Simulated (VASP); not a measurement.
Write the native input for VASP 6.6.1 that does the following.

```yaml
Task: density of states
Functional: PBE
Potentials_or_basis: VASP PAW PBE potentials, release 64 (Nb_sv, W_sv, S)
Cutoff: 520 eV
k_mesh: 6 × 10 × 6
Occupations: gaussian, width 0.1 eV
Spin: no spin polarisation
k_mesh_for_the_DOS: 9 × 15 × 9
Occupations_for_the_DOS: tetrahedron
Further_INCAR_settings: ALGO = Normal; EDIFF = 1e-06; NBANDS = 34
```

NbWS4:

```xyz
6
Lattice="5.6847 0.0000 0.0000 0.0000 3.2737 0.0000 -1.9046 0.0000 6.6318" Properties=species:S:1:pos:R:3 pbc="T T T"
Nb    3.7547    0.0000    6.6318
W     2.8658    1.6368    0.0009
S     2.8041    1.6368    5.0638
S     4.7088    1.6368    1.5698
S     0.0222    0.0000    5.0958
S     1.9258    0.0000    1.5374
```

The cell was built by a generator and needn't be a form met in nature.

One way to write it, as run:

POSCAR

```
NbWS4
1.0
    5.6847400000      0.0000000000      0.0000000000
    0.0000000000      3.2736600000      0.0000000000
   -1.9046470000      0.0000000000      6.6318200000
Nb W S
1 1 4
Direct
    0.9955310000      0.0000000000      0.9999980000
    0.5041640000      0.5000000000      0.0001320000
    0.7490940000      0.5000000000      0.7635570000
    0.9076380000      0.5000000000      0.2367060000
    0.2613460000      0.0000000000      0.7683840000
    0.4164430000      0.0000000000      0.2318250000
```

INCAR.step1

```
SYSTEM = NbWS4
PREC = Accurate
ENCUT = 520
EDIFF = 1E-6
ISMEAR = 0
SIGMA = 0.1
LREAL = .FALSE.
LASPH = .TRUE.
NELM = 100
ALGO = Normal
ISIF = 2
LWAVE = .FALSE.
LCHARG = .TRUE.
LMAXMIX = 4
GGA = PE
NBANDS = 34
KPAR = 8
```

KPOINTS.step1

```
regular mesh
0
G
  6 10 6
  0 0 0
```

INCAR.step2

```
SYSTEM = NbWS4
PREC = Accurate
ENCUT = 520
EDIFF = 1E-6
ISMEAR = -5
SIGMA = 0.1
LREAL = .FALSE.
LASPH = .TRUE.
NELM = 100
ALGO = Normal
ISIF = 2
LWAVE = .FALSE.
LCHARG = .FALSE.
LMAXMIX = 4
GGA = PE
LORBIT = 11
NBANDS = 34
KPAR = 8
NEDOS = 1001
ICHARG = 11
```

KPOINTS.step2

```
regular mesh
0
G
  9 15 9
  0 0 0
```

Potentials or basis: VASP PAW PBE potentials, release 64 (Nb_sv, W_sv, S).

Launch:

```console
$ cat potpaw_PBE.64/Nb_sv/POTCAR potpaw_PBE.64/W_sv/POTCAR potpaw_PBE.64/S/POTCAR > POTCAR
$ cp INCAR.step1 INCAR
$ cp KPOINTS.step1 KPOINTS
$ mpirun -np 8 vasp_std > vasp.out
$ cp INCAR.step2 INCAR
$ cp KPOINTS.step2 KPOINTS
$ mpirun -np 8 vasp_std > vasp.out
```

It gave:

* Valence electrons inside the program's atomic spheres: Nb 10.60; W 11.93; S 3.73, 3.71

It took 3.7 min on 8 MPI ranks on Intel(R) Xeon(R) Platinum 8488C (Sapphire Rapids), on a shared host, peak memory 1.2 GiB a rank.
